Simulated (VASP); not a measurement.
Level of theory: PBE GGA, VASP's PBE PAW potentials (set 64) (plane waves; VASP).

VASP ran on this input.

File POSCAR:
```
Ta
1.0
 -1.6602260000   1.6602260000   1.6602260000
  1.6602260000  -1.6602260000   1.6602260000
  1.6602260000   1.6602260000  -1.6602260000
Ta
1
Cartesian
  0.0000000000   0.0000000000   0.0000000000
```

INCAR:
```
ISMEAR=1
PREC=Accurate
ALGO=Normal   # blocked Davidson
EDIFF=1E-6   # SCF stop (eV)
LWAVE=F
LASPH=T   # aspherical one-centre terms
ENCUT=300
IBRION=2   # conjugate gradients
GGA=PE
NSW=50   # most ionic steps
LREAL=F
SYSTEM=Ta
SIGMA=0.1
LMAXMIX=6   # l cut-off of mixed one-centre charges
NELM=100
LCHARG=F
EDIFFG=-0.01   # ionic stop
ISIF=3
```

File KPOINTS:
```
Automatic mesh
0
Gamma
18 18 18
0 0 0
```

POTCAR, in this order: Ta_pv (PBE.64 set). Program: vasp_std.

Q: What will the output report for the number of irreducible k-points (NKPTS), largest plane-wave count, number of space-group operations, FFT grid (NGX, NGY, NGZ)?

A: 
- number of irreducible k-points (NKPTS): 195
- largest plane-wave count: 236
- number of space-group operations: 48
- FFT grid (NGX, NGY, NGZ): 16 × 16 × 16

The structure comes from a computed database's Ta entry; how it stands against other phases isn't given here. This run relaxes it. Symmetry was kept, so distortions that lower it aren't found. The run is one of a series of settings (EDIFFG = -0.01, IBRION = 2, ISIF = 3, NSW = 50 against the base run), some of them coarse on purpose.
